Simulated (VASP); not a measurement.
Consider the following.

```
CELL_PARAMETERS angstrom
      1.60346    -2.77728     0.00000
      1.60346     2.77728     0.00000
      0.00000     0.00000    10.46324
ATOMIC_POSITIONS crystal
  In 0.66667 0.33333 0.25331
  Al 0.33333 0.66667 0.98665
  Al 0.66667 0.33333 0.75150
  Al 0.33333 0.66667 0.51570
  N  0.66667 0.33333 0.46225
  N  0.33333 0.66667 0.16566
  N  0.66667 0.33333 0.93223
  N  0.33333 0.66667 0.69669
```

Calculation: PBEsol GGA, VASP's PBE PAW potentials (set 64) (plane waves; VASP 6.6.1). Settings: 520 eV cut-off, 9×9×3 Γ-centred mesh, tetrahedra with Blöchl corrections, potentials In_d Al N.

The cores are frozen, which limits the accuracy of field gradients.

Problem. Give the principal components of the electric field gradient (V/Å²) and the asymmetry η at each nucleus.

Solution. 
```csv
atom,Vxx,Vyy,Vzz,η
In1,-29.3,-29.3,58.7,0.00
Al2,0.5,0.5,-1.0,0.00
Al3,2.7,2.7,-5.4,0.00
Al4,1.9,1.9,-3.9,0.00
N5,-12.1,-12.1,24.2,0.00
N6,-6.5,-6.5,13.0,0.00
N7,4.3,4.3,-8.6,0.00
N8,3.5,3.5,-7.0,0.00
```

The structure was generated: Al3InN4 was put into an ordered model structure (P3m1), which need not be its known phase. It was relaxed first.
